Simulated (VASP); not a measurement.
Calculation: PBE GGA with D4 dispersion, VASP's PBE PAW potentials (set 64) (plane waves; VASP).

VASP ran on this input.

INCAR:
```
LASPH = .TRUE.
ISIF = 2   # forces and stress, cell fixed
SYSTEM = BN
GGA = PE   # PBE
NELM = 100   # most electronic steps
ALGO = Normal
ISMEAR = 0   # Gaussian
SIGMA = 0.05
PREC = Accurate
ENCUT = 520
LWAVE = .FALSE.
IVDW = 13   # D4
LCHARG = .FALSE.
EDIFF = 1E-7   # SCF stop (eV)
LREAL = .FALSE.   # projection in real space or not
```

**KPOINTS**
```
kpoints
0
G
  12 12 12
```

### POSCAR
```
BN
1
    0.0000000000     1.7669886493     1.7669886493
    1.7669886493     0.0000000000     1.7669886493
    1.7669886493     1.7669886493     0.0000000000
B N
1 1
Direct
  0.0000000000   0.0000000000   0.0000000000
  0.2500000000   0.2500000000   0.2500000000
```

POTCAR, in this order: B N (PBE.64 set). Program: vasp_std.

**Question.** Estimate the energy per atom (σ→0), dispersion energy, pressure, band gap (on the k-mesh).

**Answer.** 
| Item | Result |
|---|---|
| energy per atom (σ→0) | -8.935 eV/atom |
| dispersion energy | -11.64 kcal/mol |
| band gap (on the k-mesh) | 4.53 eV |
| pressure | 27.10 GPa |

**OSZICAR**
```
...
DAV:   6    -0.174777879871E+02    0.96511E+00   -0.33562E+00  1448   0.139E+01    0.355E+00
DAV:   7    -0.173805442471E+02    0.97244E-01   -0.13658E-01  1496   0.352E+00    0.201E+00
DAV:   8    -0.173639877414E+02    0.16557E-01   -0.44922E-02  1328   0.197E+00    0.233E-01
DAV:   9    -0.173642400435E+02   -0.25230E-03   -0.49628E-04  1248   0.262E-01    0.818E-02
DAV:  10    -0.173643055031E+02   -0.65460E-04   -0.12723E-04  1664   0.115E-01    0.163E-02
DAV:  11    -0.173643095064E+02   -0.40033E-05   -0.51679E-06  1280   0.239E-02    0.594E-03
DAV:  12    -0.173643095916E+02   -0.85237E-07   -0.80289E-07  1432   0.798E-03
   1 F= -.17869061E+02 E0= -.17869061E+02  d E =-.252360E-20
```

The compound is BN in the zinc blende structure. This cell is one point of a volume scan, at 0.94 of the reference volume.
